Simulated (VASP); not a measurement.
Output of a VASP run:

OUTCAR:
```
 ion  position               nearest neighbor table
   1  0.000  0.000  0.000-
   2  0.500  0.500  0.500-   3 2.96   4 2.96   5 2.96   5 2.96   3 2.96   4 2.96
   3  0.500  0.000  0.500-   2 2.96   2 2.96
   4  0.000  0.500  0.500-   2 2.96   2 2.96
   5  0.500  0.500  0.000-   2 2.96   2 2.96
  LATTYP: Found a simple cubic cell.
 ALAT       =     5.9298247975
 Subroutine PRICEL returns:
 Original cell was already a primitive cell.
 Subroutine GETGRP returns: Found 48 space group operations
The static configuration has the point symmetry O_h .
The dynamic configuration has the point symmetry O_h .
 Subroutine INISYM returns: Found 48 space group operations
 Subroutine IBZKPT returns following result:
 Found     10 irreducible k-points:

 Following reciprocal coordinates:
            Coordinates               Weight
  0.000000  0.000000  0.000000      1.000000
  0.250000  0.000000  0.000000      6.000000
  0.500000  0.000000  0.000000      3.000000
  0.250000  0.250000  0.000000     12.000000
  0.500000  0.250000  0.000000     12.000000
  0.500000  0.500000  0.000000      3.000000
  0.250000  0.250000  0.250000      8.000000
  0.500000  0.250000  0.250000     12.000000
  0.500000  0.500000  0.250000      6.000000
  0.500000  0.500000  0.500000      1.000000
   k-points           NKPTS =     10   k-points in BZ     NKDIM =     10   number of bands    NBANDS=     26
   number of dos      NEDOS =    601   number of ions     NIONS =      5
   total plane-waves  NPLWV = 110592
   dimension x,y,z NGX =    48 NGY =   48 NGZ =   48
   dimension x,y,z NGXF=    96 NGYF=   96 NGZF=   96
   ions per type =               1   1   3
   PREC   = accura    normal or accurate (medium, high low for compatibility)
   ISTART =      0    job   : 0-new  1-cont  2-samecut
   ICHARG =      2    charge: 1-file 2-atom 10-const
   ISPIN  =      1    spin polarized calculation?
   LNONCOLLINEAR =      F non collinear calculations
   LSORBIT =      F    spin-orbit coupling
   INIWAV =      1    electr: 0-lowe 1-rand  2-diag
   ENCUT  =  520.0 eV  38.22 Ry    6.18 a.u.  11.03 11.03 11.03*2*pi/ulx,y,z
   NELM   =    100;   NELMIN=  2; NELMDL= -5     # of ELM steps
   EDIFF  = 0.1E-06   stopping-criterion for ELM
   LREAL  =      F    real-space projection
   NLSPLINE    = F    spline interpolate recip. space projectors
   LMAXMIX     =    4 max onsite mixed and CHGCAR
   VOSKOWN=      0    Vosko Wilk Nusair interpolation
   EDIFFG = 0.1E-05   stopping-criterion for IOM
   NSW    =      0    number of steps for IOM
   NBLOCK =      1;   KBLOCK =      1    inner block; outer block
   IBRION =     -1    ionic relax: 0-MD 1-quasi-New 2-CG
   NFREE  =      0    steps in history (QN), initial steepest desc. (CG)
   ISIF   =      2    stress and relaxation
   ISYM   =      2    0-nonsym 1-usesym 2-fastsym
   TEIN   =    0.0    initial temperature
   TEBEG  =    0.0;   TEEND  =   0.0 temperature during run
   SMASS  =  -3.00    Nose mass-parameter (am)
   PSTRESS=    0.0 pullay stress
   NELECT =      44.0000    total number of electrons
   EFERMI =   0.00;   METHOD = LEGACY
   ISMEAR =    -5;   SIGMA  =   0.20  broadening in eV -4-tet -1-fermi 0-gaus
   IALGO  =     38    algorithm
   LDIAG  =      T    sub-space diagonalisation (order eigenvalues)
   IMIX   =      4    mixing-type and parameters
     AMIX     =   0.40;   BMIX     =  1.00
     AMIX_MAG =   1.60;   BMIX_MAG =  1.00
     AMIN     =   0.10
   GGA     = PE    functional components
   VOSKOWN =     0    Vosko Wilk Nusair interpolation
   LHFCALC =     F    Hartree Fock is set to
   LHFONE  =     F    Hartree Fock one center treatment
   AEXX    =    0.0000 exact exchange contribution
   IVDW    =    11    specifies the selected vdW correction
   LEPSILON=     F    determine dielectric tensor
   LRPA    =     F    only Hartree local field effects (RPA)
  energy-cutoff  :      520.00
  volume of cell :      208.51
      direct lattice vectors                 reciprocal lattice vectors
...
```

**OSZICAR**
```
       N       E                     dE             d eps       ncg     rms          rms(c)
DAV:   1     0.399912999970E+03    0.39991E+03   -0.18780E+04   520   0.149E+03
DAV:   2     0.384901666017E+02   -0.36142E+03   -0.35254E+03   626   0.329E+02
DAV:   3    -0.141644702806E+02   -0.52655E+02   -0.52329E+02   632   0.134E+02
DAV:   4    -0.164049232065E+02   -0.22405E+01   -0.22347E+01   638   0.343E+01
DAV:   5    -0.164682955931E+02   -0.63372E-01   -0.63313E-01   676   0.533E+00    0.409E+00
DAV:   6    -0.158916874739E+02    0.57661E+00   -0.10787E+00   762   0.104E+01    0.238E+00
DAV:   7    -0.158412361179E+02    0.50451E-01   -0.55917E-01   762   0.427E+00    0.101E+00
DAV:   8    -0.158513263844E+02   -0.10090E-01   -0.68161E-02   656   0.225E+00    0.189E-01
DAV:   9    -0.158509258942E+02    0.40049E-03   -0.11545E-02   714   0.845E-01    0.105E-01
DAV:  10    -0.158512815447E+02   -0.35565E-03   -0.11472E-03   618   0.204E-01    0.426E-02
DAV:  11    -0.158513705870E+02   -0.89042E-04   -0.19376E-04   620   0.110E-01    0.874E-03
DAV:  12    -0.158513721862E+02   -0.15992E-05   -0.30939E-05   732   0.576E-02    0.731E-03
DAV:  13    -0.158513718542E+02    0.33202E-06   -0.45319E-06   736   0.173E-02    0.270E-03
DAV:  14    -0.158513720496E+02   -0.19539E-06   -0.53136E-07   606   0.628E-03    0.728E-04
DAV:  15    -0.158513720703E+02   -0.20749E-07   -0.33786E-08   388   0.208E-03
   1 F= -.17041323E+02 E0= -.17041323E+02  d E =0.000000E+00
```

**OUTCAR**
```
------------------------ aborting loop because EDIFF is reached ----------------------------------------
 Edisp (eV)   -1.18995
  FORCE on cell =-STRESS in cart. coord.  units (eV):
  Direction    XX          YY          ZZ          XY          YZ          ZX
  --------------------------------------------------------------------------------------
  Total       0.05584     0.05584     0.05584     0.00000     0.00000     0.00000
  in kB       0.42908     0.42908     0.42908     0.00000     0.00000     0.00000
  external pressure =        0.43 kB  Pullay stress =        0.00 kB
  volume of cell :      208.51
      direct lattice vectors                 reciprocal lattice vectors
     5.929824798  0.000000000  0.000000000     0.168639047  0.000000000  0.000000000
     0.000000000  5.929824798  0.000000000     0.000000000  0.168639047  0.000000000
     0.000000000  0.000000000  5.929824798     0.000000000  0.000000000  0.168639047
 POSITION                                       TOTAL-FORCE (eV/Angst)
 -----------------------------------------------------------------------------------
      0.00000      0.00000      0.00000         0.000000      0.000000      0.000000
      2.96491      2.96491      2.96491         0.000000      0.000000      0.000000
      2.96491      0.00000      2.96491         0.000000      0.000000      0.000000
      0.00000      2.96491      2.96491         0.000000      0.000000      0.000000
      2.96491      2.96491      0.00000         0.000000      0.000000      0.000000
 -----------------------------------------------------------------------------------
    total drift:                                0.000000     -0.000000     -0.000000
  FREE ENERGIE OF THE ION-ELECTRON SYSTEM (eV)
  ---------------------------------------------------
  free  energy   TOTEN  =       -17.0413226452 eV

  energy  without entropy=      -17.0413226452  energy(sigma->0) =      -17.04132265

 total charge

# of ion       s       p       d       tot
------------------------------------------
    1        1.829   4.711   0.010   6.551
    2        1.506   0.456   9.852  11.814
    3        1.610   3.256   0.007   4.873
    4        1.610   3.256   0.007   4.873
    5        1.610   3.256   0.007   4.873
--------------------------------------------------
tot          8.166  14.935   9.883  32.984

 Electric field gradients after diagonalization (V/A^2)
 (convention: |V_zz| > |V_xx| > |V_yy|)
----------------------------------------------------------------------
 ion       V_xx      V_yy      V_zz     asymmetry (V_yy - V_xx)/ V_zz
----------------------------------------------------------------------
   1      -0.000     0.000    -0.000      -1.475
   2       0.000     0.000    -0.000       0.023
   3     -95.303   -95.303   190.607       0.000
   4     -95.303   -95.303   190.607       0.000
   5     -95.303   -95.303   190.607       0.000
```
(Selected blocks of OUTCAR.)

POSCAR:
```
CsPbBr3
1
    5.9298247975     0.0000000000    -0.0000000000
    0.0000000000     5.9298247975     0.0000000000
   -0.0000000000     0.0000000000     5.9298247975
Cs Pb Br
1 1 3
Direct
  0.0000000000   0.0000000000   0.0000000000
  0.5000000000   0.5000000000   0.5000000000
  0.5000000000   0.0000000000   0.5000000000
  0.0000000000   0.5000000000   0.5000000000
  0.5000000000   0.5000000000   0.0000000000
```

**Question.** Write an INCAR and KPOINTS that could have produced this output.

**Answer.** This is not unique; one that fits is the input of the run itself, PBE GGA with D3 dispersion (zero damping), plane waves, VASP's PBE PAW potentials (set 64).

**KPOINTS**
```
Automatic mesh
0
Gamma
4 4 4
0 0 0
```

**INCAR**
```
SYSTEM = CsPbBr3
PREC = Accurate
ENCUT = 520
EDIFF = 1E-7
NELM = 100
ALGO = Normal
LREAL = .FALSE.
LASPH = .TRUE.
ISMEAR = -5
GGA = PE
IVDW = 11
LMAXMIX = 4
LWAVE = .FALSE.
LCHARG = .TRUE.
LORBIT = 11
NEDOS = 601
ISIF = 2
LEFG = .TRUE.
```

POTCAR, in this order: Cs_sv Pb_d Br (PBE.64 set). Program: vasp_std.

The compound is CsPbBr3 in the cubic perovskite structure, the ideal cubic form; the compound distorts at low or room temperature. It was relaxed first.
